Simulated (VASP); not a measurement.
These are HSE06 screened hybrid, VASP's PBE PAW potentials (set 64) (plane waves; VASP) values and carry that method's errors.

A VASP calculation is set up with these files.

File POSCAR:
```
ZnSe
5.664890
  0.0000000000   0.5000000000   0.5000000000
  0.5000000000   0.0000000000   0.5000000000
  0.5000000000   0.5000000000   0.0000000000
Zn Se
1 1
Direct
  0.0000000000   0.0000000000   0.0000000000
  0.7500000000   0.7500000000   0.7500000000
```

### INCAR
```
ISIF = 2
LCHARG = .FALSE.
LASPH = .TRUE.   ! aspherical one-centre terms
SIGMA = 0.01
AEXX = 0.25
LMAXMIX = 4   ! l cut-off of mixed one-centre charges
EDIFF = 1E-6
ENCUT = 210
PREC = Accurate
HFSCREEN = 0.2   ! 1/Angstrom
SYSTEM = ZnSe
ISYM = 3
PRECFOCK = Fast
ALGO = Normal   ! blocked Davidson
LHFCALC = .TRUE.
LREAL = .FALSE.   ! projection in real space or not
ISMEAR = 0   ! Gaussian
NELM = 100
LWAVE = .FALSE.
GGA = PE
```

**KPOINTS**
```
Automatic mesh
0
gamma
  3 3 3
```

POTCAR, in this order: Zn Se (PBE.64 set). Program: vasp_std.

Output

File OSZICAR:
```
       N       E                     dE             d eps       ncg     rms          rms(c)
DAV:   1    -0.934421958747E+03   -0.93442E+03   -0.61281E+03   104   0.779E+02
DAV:   2    -0.993160456619E+03   -0.58738E+02   -0.57448E+02   129   0.188E+02
DAV:   3    -0.995269075996E+03   -0.21086E+01   -0.21069E+01   114   0.396E+01
DAV:   4    -0.995280214121E+03   -0.11138E-01   -0.11137E-01   119   0.262E+00
DAV:   5    -0.722939245020E+01    0.98805E+03   -0.54920E+00   104   0.306E+01    0.540E+00
DAV:   6    -0.692346751972E+01    0.30592E+00   -0.67503E-01   127   0.113E+01    0.395E+00
DAV:   7    -0.691428745964E+01    0.91801E-02   -0.19818E-01   109   0.411E+00    0.269E+00
DAV:   8    -0.691791409355E+01   -0.36266E-02   -0.29004E-02   109   0.132E+00    0.167E+00
DAV:   9    -0.691704799800E+01    0.86610E-03   -0.10966E-03   109   0.293E-01    0.949E-01
DAV:  10    -0.691671196042E+01    0.33604E-03   -0.48112E-04   119   0.157E-01    0.514E-01
DAV:  11    -0.691670690993E+01    0.50505E-05   -0.20991E-04   124   0.105E-01    0.275E-01
DAV:  12    -0.691675290645E+01   -0.45997E-04   -0.69203E-05   124   0.665E-02    0.150E-01
DAV:  13    -0.691678995161E+01   -0.37045E-04   -0.27642E-05   124   0.427E-02    0.829E-02
DAV:  14    -0.691681419446E+01   -0.24243E-04   -0.12191E-05   114   0.274E-02    0.469E-02
DAV:  15    -0.691682774494E+01   -0.13550E-04   -0.55072E-06   119   0.175E-02    0.272E-02
DAV:  16    -0.691683568265E+01   -0.79377E-05   -0.25001E-06   124   0.113E-02    0.163E-02
DAV:  17    -0.691683947382E+01   -0.37912E-05   -0.11370E-06   108   0.745E-03    0.100E-02
DAV:  18    -0.691684144393E+01   -0.19701E-05   -0.54293E-07    92   0.515E-03    0.633E-03
DAV:  19    -0.691684265210E+01   -0.12082E-05   -0.27216E-07    82   0.373E-03    0.419E-03
DAV:  20    -0.691684331958E+01   -0.66748E-06   -0.12633E-07    67   0.251E-03
   1 F= -.69168433E+01 E0= -.69168433E+01  d E =-.666995E-26
```

File OUTCAR:
```
------------------------ aborting loop because EDIFF is reached ----------------------------------------
  FORCE on cell =-STRESS in cart. coord.  units (eV):
  Direction    XX          YY          ZZ          XY          YZ          ZX
  --------------------------------------------------------------------------------------
  Total       -5.4493892     -5.4493892     -5.4493892      0.0000000      0.0000000     -0.0000000
  in kB     -192.1073399   -192.1073399   -192.1073399      0.0000000      0.0000000     -0.0000000
  external PRESSURE =    -192.1073399 kB  Pullay stress =       0.0000000 kB
  volume of cell :       45.45
      direct lattice vectors                 reciprocal lattice vectors
     0.000000000  2.832445000  2.832445000    -0.176525934  0.176525934  0.176525934
     2.832445000  0.000000000  2.832445000     0.176525934 -0.176525934  0.176525934
     2.832445000  2.832445000  0.000000000     0.176525934  0.176525934 -0.176525934
  FREE ENERGIE OF THE ION-ELECTRON SYSTEM (eV)
  ---------------------------------------------------
  free  energy   TOTEN  =        -6.9168433196 eV

  energy  without entropy=       -6.9168433196  energy(sigma->0) =       -6.91684332

  exchange ACFDT corr.  =         0.00000000  see jH, gK, PRB 81, 115126
```
(Selected blocks of OUTCAR.)

At this cut-off the stress carries a Pulay error, which pulls relaxed volumes low.

The structure comes from a computed database's ZnSe entry; how it stands against other phases isn't given here. The cell was not relaxed at this level. The k-mesh is coarse (spacing up to 0.64 per Å, 2π included), so the numbers may not be converged in it. The run is one of a series of settings (AEXX = 0.25, ENCUT = 210, HFSCREEN = 0.2, ISYM = 3, LHFCALC = .TRUE., PRECFOCK = Fast, KPOINTS 3×3×3 Γ-centred mesh against the base run), some of them coarse on purpose.
